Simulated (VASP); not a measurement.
Computed with LDA (Ceperley-Alder, Perdew-Zunger), VASP's LDA PAW potentials (set 64) (plane waves; VASP 6.6.1).

A VASP calculation is set up with these files.

**INCAR**
```
ALGO  =  Normal
EDIFF  =  1E-6
EDIFFG  =  -0.02
ENCUT  =  620
IBRION  =  2
ISIF  =  3
ISMEAR  =  0
LASPH  =  .True.
LCHARG  =  .False.
LMAXMIX  =  6
LREAL  =  .False.
LWAVE  =  .False.
NELM  =  100
NSW  =  40
PREC  =  Accurate
PSTRESS  =  300
SIGMA  =  0.05
SYSTEM  =  BaHfO3
```

**KPOINTS**
```
Automatic
0
G
 6 6 6
0 0 0
```

**POSCAR**
```
BaHfO3
1
    3.9562238489     0.0000000000     0.0000000000
    0.0000000000     3.9562238489     0.0000000000
   -0.0000000000    -0.0000000000     3.9562238489
Ba Hf O
1 1 3
Direct
  0.0000000000   0.0000000000   0.0000000000
  0.5000000000   0.5000000000   0.5000000000
  0.5000000000   0.0000000000   0.5000000000
  0.0000000000   0.5000000000   0.5000000000
  0.5000000000   0.5000000000   0.0000000000
```

POTCAR, in this order: Ba_sv Hf_pv O (LDA.64 set). Program: vasp_std.

Output

OUTCAR:
```
 ion  position               nearest neighbor table
   1  0.000  0.000  0.000-   3 2.80   4 2.80   5 2.80   3 2.80   4 2.80   4 2.80   5 2.80   4 2.80
                             3 2.80   5 2.80   3 2.80   5 2.80   2 3.43   2 3.43   2 3.43   2 3.43
   2  0.500  0.500  0.500-   3 1.98   4 1.98   5 1.98   5 1.98   3 1.98   4 1.98   1 3.43   1 3.43
                             1 3.43   1 3.43   1 3.43   1 3.43   1 3.43   1 3.43
   3  0.500  0.000  0.500-   2 1.98   2 1.98   1 2.80   1 2.80   1 2.80   1 2.80
   4  0.000  0.500  0.500-   2 1.98   2 1.98   1 2.80   1 2.80   1 2.80   1 2.80
   5  0.500  0.500  0.000-   2 1.98   2 1.98   1 2.80   1 2.80   1 2.80   1 2.80
  LATTYP: Found a simple cubic cell.
 ALAT       =     3.9562238489
 Subroutine PRICEL returns:
 Original cell was already a primitive cell.
 Subroutine GETGRP returns: Found 48 space group operations
The static configuration has the point symmetry O_h .
The dynamic configuration has the point symmetry O_h .
 Subroutine INISYM returns: Found 48 space group operations
 Subroutine IBZKPT returns following result:
 Found     20 irreducible k-points:

 Following reciprocal coordinates:
            Coordinates               Weight
  0.000000  0.000000  0.000000      1.000000
  0.166667  0.000000  0.000000      6.000000
  0.333333  0.000000  0.000000      6.000000
  0.500000  0.000000  0.000000      3.000000
  0.166667  0.166667  0.000000     12.000000
  0.333333  0.166667  0.000000     24.000000
  0.500000  0.166667  0.000000     12.000000
  0.333333  0.333333  0.000000     12.000000
  0.500000  0.333333  0.000000     12.000000
  0.500000  0.500000  0.000000      3.000000
  0.166667  0.166667  0.166667      8.000000
  0.333333  0.166667  0.166667     24.000000
  0.500000  0.166667  0.166667     12.000000
  0.333333  0.333333  0.166667     24.000000
  0.500000  0.333333  0.166667     24.000000
  0.500000  0.500000  0.166667      6.000000
  0.333333  0.333333  0.333333      8.000000
  0.500000  0.333333  0.333333     12.000000
  0.500000  0.500000  0.333333      6.000000
  0.500000  0.500000  0.500000      1.000000
   k-points           NKPTS =     20   k-points in BZ     NKDIM =     20   number of bands    NBANDS=     23
   number of dos      NEDOS =    301   number of ions     NIONS =      5
   total plane-waves  NPLWV =  32768
   dimension x,y,z NGX =    32 NGY =   32 NGZ =   32
   dimension x,y,z NGXF=    64 NGYF=   64 NGZF=   64
   ions per type =               1   1   3
   PREC   = accura    normal or accurate (medium, high low for compatibility)
   ISTART =      0    job   : 0-new  1-cont  2-samecut
   ICHARG =      2    charge: 1-file 2-atom 10-const
   ISPIN  =      1    spin polarized calculation?
   LNONCOLLINEAR =      F non collinear calculations
   LSORBIT =      F    spin-orbit coupling
   INIWAV =      1    electr: 0-lowe 1-rand  2-diag
   ENCUT  =  620.0 eV  45.57 Ry    6.75 a.u.   8.03  8.03  8.03*2*pi/ulx,y,z
   NELM   =    100;   NELMIN=  2; NELMDL= -5     # of ELM steps
   EDIFF  = 0.1E-05   stopping-criterion for ELM
   LREAL  =      F    real-space projection
   NLSPLINE    = F    spline interpolate recip. space projectors
   LMAXMIX     =    6 max onsite mixed and CHGCAR
   VOSKOWN=      0    Vosko Wilk Nusair interpolation
   EDIFFG = -.2E-01   stopping-criterion for IOM
   NSW    =     40    number of steps for IOM
   NBLOCK =      1;   KBLOCK =     40    inner block; outer block
   IBRION =      2    ionic relax: 0-MD 1-quasi-New 2-CG
   NFREE  =      1    steps in history (QN), initial steepest desc. (CG)
   ISIF   =      3    stress and relaxation
   ISYM   =      2    0-nonsym 1-usesym 2-fastsym
   TEIN   =    0.0    initial temperature
   TEBEG  =    0.0;   TEEND  =   0.0 temperature during run
   SMASS  =  -3.00    Nose mass-parameter (am)
   PSTRESS=  300.0 pullay stress
   NELECT =      38.0000    total number of electrons
   EFERMI =   0.00;   METHOD = LEGACY
   ISMEAR =     0;   SIGMA  =   0.05  broadening in eV -4-tet -1-fermi 0-gaus
...
```

OSZICAR:
```
       N       E                     dE             d eps       ncg     rms          rms(c)
DAV:   1     0.255814246890E+03    0.25581E+03   -0.24559E+04   920   0.190E+03
DAV:   2    -0.409375920934E+02   -0.29675E+03   -0.28886E+03  1180   0.384E+02
DAV:   3    -0.534483946743E+02   -0.12511E+02   -0.12491E+02  1177   0.776E+01
DAV:   4    -0.537076909296E+02   -0.25930E+00   -0.25922E+00  1355   0.958E+00
DAV:   5    -0.537122210169E+02   -0.45301E-02   -0.45300E-02  1254   0.850E-01    0.878E+01
DAV:   6    -0.471562724151E+02    0.65559E+01   -0.37251E+01  1004   0.403E+01    0.715E+01
DAV:   7    -0.470147696020E+02    0.14150E+00   -0.21081E+00  1199   0.105E+01    0.326E+01
DAV:   8    -0.469775669257E+02    0.37203E-01   -0.95717E-02  1235   0.247E+00    0.285E+00
DAV:   9    -0.469741869481E+02    0.33800E-02   -0.25146E-02  1132   0.108E+00    0.169E+00
DAV:  10    -0.469736115385E+02    0.57541E-03   -0.42607E-03  1145   0.468E-01    0.247E-01
DAV:  11    -0.469736037415E+02    0.77970E-05   -0.40189E-04  1172   0.147E-01    0.146E-01
DAV:  12    -0.469735969495E+02    0.67921E-05   -0.57031E-05  1365   0.494E-02    0.574E-02
DAV:  13    -0.469735971522E+02   -0.20271E-06   -0.28022E-06  1046   0.121E-02
   1 F= -.35379065E+02 E0= -.35379065E+02  d E =-.353791E+02
```

### OUTCAR
```
------------------------ aborting loop because EDIFF is reached ----------------------------------------
  FORCE on cell =-STRESS in cart. coord.  units (eV):
  Direction    XX          YY          ZZ          XY          YZ          ZX
  --------------------------------------------------------------------------------------
  Total       11.5790629     11.5790629     11.5790629      0.0000000      0.0000000      0.0000000
  in kB      299.5997349    299.5997349    299.5997349      0.0000000      0.0000000      0.0000000
  external PRESSURE =      -0.4002651 kB  Pullay stress =     300.0000000 kB
  volume of cell :       61.92
      direct lattice vectors                 reciprocal lattice vectors
     3.956223849  0.000000000  0.000000000     0.252766284  0.000000000  0.000000000
     0.000000000  3.956223849  0.000000000     0.000000000  0.252766284  0.000000000
     0.000000000  0.000000000  3.956223849     0.000000000  0.000000000  0.252766284
 POSITION                                       TOTAL-FORCE (eV/Angst)
 -----------------------------------------------------------------------------------
      0.00000      0.00000      0.00000         0.000000      0.000000      0.000000
      1.97811      1.97811      1.97811         0.000000      0.000000      0.000000
      1.97811      0.00000      1.97811         0.000000      0.000000      0.000000
      0.00000      1.97811      1.97811         0.000000      0.000000      0.000000
      1.97811      1.97811      0.00000         0.000000      0.000000      0.000000
 -----------------------------------------------------------------------------------
    total drift:                                0.000000     -0.000000     -0.000000
  FREE ENERGIE OF THE ION-ELECTRON SYSTEM (eV)
  ---------------------------------------------------
  free  energy   TOTEN  =       -46.9735971522 eV

  energy  without entropy=      -46.9735971522  energy(sigma->0) =      -46.97359715
  enthalpy is  TOTEN    =       -35.3790646530 eV   P V=       11.5945324991

 reached required accuracy - stopping structural energy minimisation
```
(Selected blocks of OUTCAR.)

The compound is BaHfO3 in the cubic perovskite structure. It was relaxed first under an external pressure of 30 GPa.
